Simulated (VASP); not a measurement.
## BaZrO3: energy against volume

BaZrO3 (cubic perovskite, Pm-3m, 14.712 Å³/atom and stress up to 0.07 GPa in the relaxed cell, cube axes along x, y and z) under an equal strain ε along all three axes. PBEsol in VASP (plane waves, PAW), 600 eV, 8×8×8 Γ-centred mesh, Gaussian smearing 0.05 eV; ions are relaxed, or left where forces stay under 0.02 eV/Å, within the symmetry of each cell.

Here V stands for volume and E for E less E0.

| volume (Å³/atom) | E less E0 (meV/atom) | pressure (GPa) |
|---|---|---|
| 13.8468 | 30.07 | 11.22 |
| 14.0599 | 16.85 | 8.09 |
| 14.2751 | 7.57 | 5.18 |
| 14.4924 | 2.00 | 2.46 |
| 14.7120 | 0.00 | -0.07 |
| 14.9338 | 1.35 | -2.43 |
| 15.1578 | 5.92 | -4.62 |
| 15.3840 | 13.52 | -6.66 |
| 15.6125 | 23.99 | -8.55 |
| 16.0762 | ? | ? |

The 9 complete rows are fitted with the third-order Birch-Murnaghan form, a cubic in V^(-2/3), E against V. With u = V^(-2/3) - 0.167, the rows have u = 0.006420, 0.004664, 0.002934, 0.001231, -0.000447, -0.002100, -0.003729, -0.005333, -0.006915. Least squares gives E = 0.199 + 719.87·u + 607401·u² + 816571·u³. Residuals (row less fit): -0.002, -0.002, 0.010, -0.007, 0.001, -0.008, 0.002, 0.009, -0.005; standard error 0.008 (degrees of freedom: 5). Its minimum lies at u = -0.000593, so V0 = (0.166407)^(-3/2) = 14.73. There d²E/du² = 1212000 and d³E/du³ = 4899000, so B0 = (4/9) × 14.73^(-7/3) × 1212000 × 0.160218 = 162 GPa (the last factor turns the table's units into GPa), and B0' = 4 + (2/3) × 0.166407 × (4899000)/1212000 = 4.4. B0' rests on the cubic coefficient alone and has a standard error of 0.1 from these residuals.

### Question
Estimate the missing E (V = 16.0762); what did the run itself give?

### Answer
u = -0.010008, so E = 0.199 + 719.87 × (-0.010008) + 607401 × (-0.010008)² + 816571 × (-0.010008)³ = 53.013 meV/atom. The calculation gives 53.01 meV/atom, which the fit meets to the printed digits. The row lies outside the fitted rows, so this is an extrapolation. From the scatter of the fitted rows alone, a prediction at this place has a standard error of 0.033 meV/atom, so the miss is 0.1 times that.

The primitive cell can neither tilt nor turn polar against its symmetry, as such crystals can under strain. Other structures, which can take over under pressure, weren't tried. The same form fitted to the pressure column gives B0' = 4.4; series where the two differ by over 0.4 aren't shown. Rows are the converged runs of the series near zero and its far end, less any whose ions stayed unrelaxed beside relaxed ones; series whose fitted rows scatter by over a few per cent of the range, as at a crossing or softening among them, aren't shown in this form.
